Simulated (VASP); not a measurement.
Computed with PBE GGA with D3 dispersion (Becke-Johnson damping), VASP's PBE PAW potentials (set 64) (plane waves; VASP).

VASP input:

INCAR:
```
SYSTEM = AuZn
PREC = Accurate
ENCUT = 520
EDIFF = 1E-7
NELM = 100
ALGO = Normal
LREAL = .FALSE.
LASPH = .TRUE.
ISMEAR = -5
GGA = PE
IVDW = 12
LMAXMIX = 6
LWAVE = .FALSE.
LCHARG = .TRUE.
LORBIT = 11
NEDOS = 601
ISIF = 2
```

KPOINTS:
```
K-points
0
G
 13 13 13
0 0 0
```

**POSCAR**
```
AuZn
1
    3.1392263349    -0.0000000000     0.0000000000
   -0.0000000000     3.1392263349    -0.0000000000
    0.0000000000    -0.0000000000     3.1392263349
Zn Au
1 1
Direct
  0.5000000000   0.5000000000   0.5000000000
  0.0000000000   0.0000000000   0.0000000000
```

POTCAR, in this order: Zn Au (PBE.64 set). Program: vasp_std.

Output

OUTCAR:
```
 ion  position               nearest neighbor table
   1  0.500  0.500  0.500-   2 2.72   2 2.72   2 2.72   2 2.72   2 2.72   2 2.72   2 2.72   2 2.72
  LATTYP: Found a simple cubic cell.
 ALAT       =     3.1392263349
 Subroutine PRICEL returns:
 Original cell was already a primitive cell.
 Subroutine GETGRP returns: Found 48 space group operations
The static configuration has the point symmetry O_h .
The dynamic configuration has the point symmetry O_h .
 Subroutine INISYM returns: Found 48 space group operations
 Subroutine IBZKPT returns following result:
 Found     84 irreducible k-points:

 Following reciprocal coordinates:
            Coordinates               Weight
  0.000000  0.000000  0.000000      1.000000
  0.076923  0.000000  0.000000      6.000000
  0.153846  0.000000  0.000000      6.000000
  0.230769  0.000000  0.000000      6.000000
  0.307692  0.000000  0.000000      6.000000
  0.384615  0.000000  0.000000      6.000000
  0.461538  0.000000  0.000000      6.000000
  0.076923  0.076923  0.000000     12.000000
  0.153846  0.076923  0.000000     24.000000
  0.230769  0.076923  0.000000     24.000000
  0.307692  0.076923  0.000000     24.000000
  0.384615  0.076923  0.000000     24.000000
  0.461538  0.076923  0.000000     24.000000
  0.153846  0.153846  0.000000     12.000000
  0.230769  0.153846  0.000000     24.000000
  0.307692  0.153846  0.000000     24.000000
  0.384615  0.153846  0.000000     24.000000
  0.461538  0.153846  0.000000     24.000000
  0.230769  0.230769  0.000000     12.000000
  0.307692  0.230769  0.000000     24.000000
  0.384615  0.230769  0.000000     24.000000
  0.461538  0.230769  0.000000     24.000000
  0.307692  0.307692  0.000000     12.000000
  0.384615  0.307692  0.000000     24.000000
  0.461538  0.307692  0.000000     24.000000
...
```

### OSZICAR
```
       N       E                     dE             d eps       ncg     rms          rms(c)
DAV:   1     0.130602509534E+03    0.13060E+03   -0.11878E+04  2560   0.200E+03
DAV:   2    -0.108001156923E+01   -0.13168E+03   -0.12785E+03  2674   0.355E+02
DAV:   3    -0.515701728701E+01   -0.40770E+01   -0.40640E+01  2996   0.709E+01
DAV:   4    -0.518202855342E+01   -0.25011E-01   -0.25026E-01  2989   0.489E+00
DAV:   5    -0.518231383564E+01   -0.28528E-03   -0.28532E-03  3031   0.525E-01    0.876E+00
DAV:   6    -0.475786639542E+01    0.42445E+00   -0.14465E+00  2576   0.144E+01    0.553E+00
DAV:   7    -0.473159626684E+01    0.26270E-01   -0.36845E-02  3437   0.431E+00    0.290E+00
DAV:   8    -0.472351948114E+01    0.80768E-02   -0.95387E-03  2985   0.116E+00    0.140E-01
DAV:   9    -0.472353424729E+01   -0.14766E-04   -0.34657E-04  2878   0.252E-01    0.719E-02
DAV:  10    -0.472354326402E+01   -0.90167E-05   -0.40104E-05  3212   0.114E-01    0.167E-02
DAV:  11    -0.472354236039E+01    0.90363E-06   -0.97143E-06  2996   0.769E-02    0.351E-03
DAV:  12    -0.472354236374E+01   -0.33538E-08   -0.21162E-07  2261   0.117E-02
   1 F= -.58244897E+01 E0= -.58244897E+01  d E =0.000000E+00
```

### OUTCAR
```
------------------------ aborting loop because EDIFF is reached ----------------------------------------
 Edisp (eV)   -1.10095
  FORCE on cell =-STRESS in cart. coord.  units (eV):
  Direction    XX          YY          ZZ          XY          YZ          ZX
  --------------------------------------------------------------------------------------
  Total       0.00587     0.00587     0.00587     0.00000    -0.00000     0.00000
  in kB       0.30423     0.30423     0.30423     0.00000    -0.00000     0.00000
  external pressure =        0.30 kB  Pullay stress =        0.00 kB
  volume of cell :       30.94
      direct lattice vectors                 reciprocal lattice vectors
     3.139226335  0.000000000  0.000000000     0.318549825  0.000000000  0.000000000
     0.000000000  3.139226335  0.000000000     0.000000000  0.318549825  0.000000000
     0.000000000  0.000000000  3.139226335     0.000000000  0.000000000  0.318549825
 POSITION                                       TOTAL-FORCE (eV/Angst)
 -----------------------------------------------------------------------------------
      1.56961      1.56961      1.56961         0.000000      0.000000      0.000000
      0.00000      0.00000      0.00000         0.000000      0.000000      0.000000
 -----------------------------------------------------------------------------------
    total drift:                                0.000000      0.000000     -0.000000
  FREE ENERGIE OF THE ION-ELECTRON SYSTEM (eV)
  ---------------------------------------------------
  free  energy   TOTEN  =        -5.8244896533 eV

  energy  without entropy=       -5.8244896533  energy(sigma->0) =       -5.82448965

 total charge

# of ion       s       p       d       tot
------------------------------------------
    1        0.524   0.455   9.771  10.750
    2        0.623   0.401   8.713   9.737
--------------------------------------------------
tot          1.147   0.856  18.484  20.487
```
(Selected blocks of OUTCAR.)

File OUTCAR:
```
 val. band max:        7.1401278890   @ k =   0.3077   0.1538   0.0000

 cond. band min:       7.2007055198   @ k =   0.4615   0.3846   0.2308


 Fermi energy:         7.2028141870

 k-point     1 :       0.0000    0.0000    0.0000
  band No.  band energies     occupation
      1      -3.5006      2.00000
      2      -0.9778      2.00000
      3      -0.9778      2.00000
      4      -0.2688      2.00000
      5      -0.2688      2.00000
      6      -0.2688      2.00000
      7       1.7254      2.00000
      8       1.7254      2.00000
      9       3.4274      2.00000
     10       3.4274      2.00000
     11       3.4274      2.00000
     12      12.1979      0.00000
     13      12.1979      0.00000
     14      12.1979      0.00000
     15      16.1391      0.00000

 k-point     2 :       0.0769    0.0000    0.0000
  band No.  band energies     occupation
      1      -3.3946      2.00000
      2      -0.9541      2.00000
      3      -0.9457      2.00000
      4      -0.2700      2.00000
      5      -0.2700      2.00000
      6      -0.2598      2.00000
      7       1.7079      2.00000
      8       1.7543      2.00000
      9       3.3464      2.00000
     10       3.3464      2.00000
     11       3.4186      2.00000
     12      11.3650      0.00000
     13      12.3980      0.00000
     14      12.3980      0.00000
     15      16.6548      0.00000

 k-point     3 :       0.1538    0.0000    0.0000
  band No.  band energies     occupation
      1      -3.0823      2.00000
      2      -0.8865      2.00000
      3      -0.8576      2.00000
      4      -0.2729      2.00000
      5      -0.2729      2.00000
      6      -0.2347      2.00000
      7       1.6573      2.00000
      8       1.8344      2.00000
      9       3.1323      2.00000
     10       3.1323      2.00000
     11       3.3939      2.00000
     12       9.7632      0.00000
     13      12.9690      0.00000
     14      12.9690      0.00000
     15      17.2439      0.00000
...
```

For a metal the tetrahedron method with Blöchl corrections gives inexact stress and forces. Unless said otherwise, spin-orbit coupling is left out, though it shifts the bands of the heavy elements here.

The compound is AuZn in the CsCl type structure. It was relaxed first. The electron count is odd and the run is not spin-polarised, which forces a metal.
